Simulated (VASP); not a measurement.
Input:

```yaml
crystal:
  lattice:
    - [4.12239, -2.26878, -0.01065]
    - [4.12239, 2.26878, -0.01065]
    - [2.88338, 0.00000, 3.71856]
  atoms:
    - { symbol: Bi, position: [0.23632, 0.23632, 0.23632] }
    - { symbol: Bi, position: [0.76368, 0.76368, 0.76368] }
```

All values below come from revTPSS meta-GGA, VASP's PBE PAW potentials (set 64) (plane waves; VASP 6.6.1). Numerical set-up: 520 eV cut-off, 11×11×11 Γ-centred mesh, tetrahedra with Blöchl corrections, potentials Bi_d.

Unless said otherwise, spin-orbit coupling is left out, though it shifts the bands of the heavy elements here.

Tabulate the total density of states (states/eV per cell) against energy (eV; zero at the valence-band maximum or, without a gap, the Fermi level).

(E (eV), DOS (states/eV)): (-9.99, 1.69); (-9.87, 1.58); (-9.64, 1.20); (-9.53, 1.14); (-9.29, 0.81); (-9.18, 0.69); (-8.94, 0.52); (-8.83, 0.44); (-8.60, 0.35); (-8.48, 0.30); (-8.25, 0.23); (-8.13, 0.20); (-7.90, 0.14); (-7.78, 0.11); (-7.55, 0.06); (-7.43, 0.02); (-7.32, 0.00); (-7.08, 0.00); (-6.97, 0.00); (-6.74, 0.00); (-6.62, 0.00); (-6.39, 0.00); (-6.27, 0.00); (-6.04, 0.00); (-5.92, 0.00); (-5.69, 0.00); (-5.57, 0.00); (-5.34, 0.00); (-5.22, 0.00); (-4.99, 0.00); (-4.88, 0.00); (-4.64, 0.34); (-4.53, 0.46); (-4.41, 0.54); (-4.18, 0.82); (-4.06, 0.79); (-3.83, 0.87); (-3.71, 0.99); (-3.48, 1.06); (-3.37, 1.13); (-3.13, 1.37); (-3.02, 1.59); (-2.79, 1.68); (-2.67, 1.68); (-2.44, 1.69); (-2.32, 1.69); (-2.09, 1.65); (-1.97, 1.66); (-1.85, 1.67); (-1.62, 1.73); (-1.51, 1.71); (-1.27, 1.58); (-1.16, 1.73); (-0.93, 1.68); (-0.81, 1.78); (-0.58, 1.49); (-0.46, 1.21); (-0.23, 0.46); (-0.11, 0.12); (0.12, 0.02); (0.24, 0.05); (0.47, 0.37); (0.58, 0.87); (0.82, 1.65); (0.93, 1.77); (1.05, 1.54); (1.28, 1.27); (1.40, 1.22); (1.63, 1.19); (1.75, 1.18); (1.98, 1.18); (2.10, 1.20); (2.33, 1.27); (2.44, 1.37); (2.68, 1.97); (2.79, 1.57); (3.03, 1.17); (3.14, 1.17); (3.38, 1.21); (3.49, 1.46)
Within 2 eV below the Fermi level the largest weight inside VASP's projection spheres is Bi p.

The compound is Bi in the a7 structure. It was relaxed first.
